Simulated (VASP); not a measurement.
**KAu5 (space group P6/mmm): computed properties**

Computed with LDA (Ceperley-Alder, Perdew-Zunger), VASP's LDA PAW potentials (set 64) (plane waves; VASP).

```yaml
space_group: P6/mmm (191)
cell: a = 5.587 Å, b = 5.587 Å, c = 4.465 Å, α = 90.00°, β = 90.00°, γ = 120.00°
volume_per_atom: 20.11 Å^3/atom
band gap (over mesh and band path): none (metal, semimetal or under 0.01 eV)
band_gap_with_spin_orbit_coupling: none (metallic)
density: 14.09 g/cm³
```

Au5K is modelled in the hexagonal space group P6/mmm (No. 191), Pearson symbol hP6. Lattice parameters: a = b = 5.5865 Å, c = 4.4648 Å, α = β = 90.00°, γ = 120.00°. K on 1a sees 6 Au at 3.225 Å and 12 Au at 3.576 Å and 2 K at 4.465 Å. Au1 on 2c is coordinated by 6 Au at 2.754 Å and 3 Au at 3.225 Å and 3 K at 3.225 Å. Au2 on 3g is coordinated by 8 Au at 2.754–2.793 Å and 4 K at 3.576 Å. (Neighbours: up to the widest gap in distance over summed covalent radii, below 1.35, at either atom.)

Unless said otherwise, spin-orbit coupling is left out, though it shifts the bands of the heavy elements here.

The structure comes from a computed database's KAu5 entry (P6/mmm); how it stands against other phases isn't given here. It was relaxed first, which changed the volume by -6 %. Symmetry was kept, so distortions that lower it aren't found.
